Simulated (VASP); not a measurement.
VASP runs on PbO share one base input (PBE GGA, plane waves, VASP's PBE PAW potentials (set 64)) and change the settings named in each case.

### INCAR
```
EDIFF=1E-6
GGA=PE   ! PBE
ISIF=2   ! forces and stress, cell fixed
LASPH=T   ! aspherical one-centre terms
LWAVE=F
SYSTEM=PbO
ALGO=Normal   ! blocked Davidson
NELM=100
LREAL=F   ! projection in real space or not
ENCUT=400   ! plane-wave cut-off (eV)
LCHARG=F
PREC=Accurate
LMAXMIX=4   ! l cut-off of mixed one-centre charges
SIGMA=0.1   ! width (eV)
ISMEAR=0   ! Gaussian
```

POSCAR:
```
PbO
3.9625180
  1.0000000000   0.0000000000   0.0000000000
  0.0000000000   1.0000000000   0.0000000000
  0.0000000000   0.0000000000   4.1301854023
Pb O
2 2
direct
  0.5000000000   0.0000000000   0.5722820000
  0.0000000000   0.5000000000   0.4277180000
  0.0000000000   0.0000000000   0.5000000000
  0.5000000000   0.5000000000   0.5000000000
```

**KPOINTS**
```
Automatic mesh
0
Gamma
 4 4 1
0 0 0
```

POTCAR, in this order: Pb_d O (PBE.64 set). Program: vasp_std.

| change | E(σ→0) (eV/atom) | largest force (eV/Å) |
|---|---|---|
| base run | -5.3591 | 0.781 |
| NEDOS = 601, KPOINTS 6×6×1 Γ-centred mesh | -5.3589 | 0.783 |
| NEDOS = 601, KPOINTS 6×6×1 Γ-centred mesh | -5.3589 | 0.783 |
| NEDOS = 601, KPOINTS 8×8×1 Γ-centred mesh | -5.3594 | 0.783 |
| EDIFF = 1E-8, LEPSILON = .TRUE., SIGMA = 0.01 | -5.3591 | 0.781 |
| EDIFF = 1E-8, LEPSILON = .TRUE., SIGMA = 0.01, KPOINTS 3×3×1 Γ-centred mesh | -5.3559 | [?] |
| EDIFF = 1E-8, LEPSILON = .TRUE., SIGMA = 0.01, KPOINTS 6×6×1 Γ-centred mesh | -5.3589 | 0.782 |

### Question
What belongs in the gaps?

### Answer

- EDIFF = 1E-8, LEPSILON = .TRUE., SIGMA = 0.01, KPOINTS 3×3×1 Γ-centred mesh, largest force (eV/Å): 0.767

Energies of different potentials or functionals have different zeros.  The cell holds a wide vacuum, so values per volume refer to the whole cell. Unless said otherwise, spin-orbit coupling is left out, though it shifts the bands of the heavy elements here.

Left out are runs that ran out of time, are held back, or changed the cell or the kind of run, fixed moments of cells without a moment, rows past the twelfth, gaps on odd meshes, pressures of charged cells and columns that move by less than the noise.

The cell is a sheet or thin cut with vacuum, built from a generated structure.
